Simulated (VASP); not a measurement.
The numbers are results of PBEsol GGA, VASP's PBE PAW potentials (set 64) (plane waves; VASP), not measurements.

Input for VASP

INCAR:
```
SYSTEM = LiBr(110) slab
PREC = Normal; ENCUT = 450; LREAL = .FALSE.
LASPH = .TRUE.
EDIFF = 1E-6; NELM = 100; NELMIN = 4
ALGO = Normal; LMAXMIX = 4
ISMEAR = 0; SIGMA = 0.05
GGA = PS
LWAVE = .FALSE.; LCHARG = .FALSE.; LORBIT = 11
LVHAR = .TRUE.
DIPOL = 0.5 0.5 0.5
LDIPOL = .TRUE.; IDIPOL = 3
```

KPOINTS:
```
kpoints
0
gamma
5 4 1
```

### POSCAR
```
LiBr(110) slab
1
    3.8283936164     0.0000000000     0.0000000000
    0.0000000000     5.4141665872     0.0000000000
    0.0000000000     0.0000000000    26.2510907077
Li Br
6 6
Direct
  0.0000000000   0.0000000000   0.3298895302
  0.5000000000   0.5000000000   0.3810934695
  0.0000000000   0.0000000000   0.4690577705
  0.5000000000   0.5000000000   0.5309422295
  0.0000000000   0.0000000000   0.6189065305
  0.5000000000   0.5000000000   0.6701104698
  0.5000000000   0.0000000000   0.3917856049
  0.0000000000   0.5000000000   0.3148254701
  0.5000000000   0.0000000000   0.5378908096
  0.0000000000   0.5000000000   0.4621091904
  0.5000000000   0.0000000000   0.6851745299
  0.0000000000   0.5000000000   0.6082143951
```

POTCAR, in this order: Li_sv Br (PBE.64 set). Program: vasp_std. Read from the step before: WAVECAR.

The resulting files:

OSZICAR:
```
       N       E                     dE             d eps       ncg     rms          rms(c)
DAV:   1    -0.408898361783E+02   -0.40890E+02   -0.23922E-05   823   0.274E-02    0.622E-03
DAV:   2    -0.408898353369E+02    0.84138E-06   -0.66585E-06   839   0.109E-02    0.266E-03
DAV:   3    -0.408898346132E+02    0.72376E-06   -0.11902E-06   628   0.581E-03    0.130E-03
DAV:   4    -0.408898342876E+02    0.32552E-06   -0.92463E-07   612   0.491E-03
   1 F= -.40889834E+02 E0= -.40889834E+02  d E =-.242451E-15
```

### OUTCAR
```
------------------------ aborting loop because EDIFF is reached ----------------------------------------
  FORCE on cell =-STRESS in cart. coord.  units (eV):
  Direction    XX          YY          ZZ          XY          YZ          ZX
  --------------------------------------------------------------------------------------
  Total        1.0917122     -3.5457753     -0.4651677      0.0000000      0.0000000      0.0000000
  in kB        3.2145723    -10.4406190     -1.3696972      0.0000000      0.0000000      0.0000000
  external PRESSURE =      -2.8652480 kB  Pullay stress =       0.0000000 kB
  volume of cell :      544.12
      direct lattice vectors                 reciprocal lattice vectors
     3.828393616  0.000000000  0.000000000     0.261206161  0.000000000  0.000000000
     0.000000000  5.414166587  0.000000000     0.000000000  0.184700634  0.000000000
     0.000000000  0.000000000 26.251090708     0.000000000  0.000000000  0.038093655
 POSITION                                       TOTAL-FORCE (eV/Angst)
 -----------------------------------------------------------------------------------
      0.00000      0.00000      8.65996         0.000000      0.000000     -0.003426
      1.91420      2.70708     10.00412         0.000000      0.000000      0.001519
      0.00000      0.00000     12.31328         0.000000      0.000000      0.013939
      1.91420      2.70708     13.93781         0.000000      0.000000     -0.013939
      0.00000      0.00000     16.24697         0.000000      0.000000     -0.001519
      1.91420      2.70708     17.59113         0.000000      0.000000      0.003426
      1.91420      0.00000     10.28480         0.000000      0.000000     -0.016332
      0.00000      2.70708      8.26451         0.000000      0.000000      0.001060
      1.91420      0.00000     14.12022         0.000000      0.000000     -0.005578
      0.00000      2.70708     12.13087         0.000000      0.000000      0.005578
      1.91420      0.00000     17.98658         0.000000      0.000000     -0.001060
      0.00000      2.70708     15.96629         0.000000      0.000000      0.016332
 -----------------------------------------------------------------------------------
    total drift:                                0.000000      0.000000      0.000000
  FREE ENERGIE OF THE ION-ELECTRON SYSTEM (eV)
  ---------------------------------------------------
  free  energy   TOTEN  =       -40.8898342876 eV

  energy  without entropy=      -40.8898342876  energy(sigma->0) =      -40.88983429

 total charge

# of ion       s       p       d       tot
------------------------------------------
    1        2.007   0.038   0.000   2.046
    2        2.007   0.040   0.000   2.047
    3        2.006   0.038   0.000   2.045
    4        2.006   0.038   0.000   2.045
    5        2.007   0.040   0.000   2.047
    6        2.007   0.038   0.000   2.046
    7        1.594   3.307   0.006   4.907
    8        1.593   3.282   0.004   4.879
    9        1.595   3.293   0.006   4.894
   10        1.595   3.293   0.006   4.894
   11        1.593   3.282   0.004   4.879
   12        1.594   3.307   0.006   4.907
--------------------------------------------------
tot         21.606  19.996   0.033  41.635
```
(Selected blocks of OUTCAR.)

At this cut-off the stress carries a Pulay error, which pulls relaxed volumes low.

The cell is a thin slab with vacuum, built from LiBr (rock salt): (110) face.
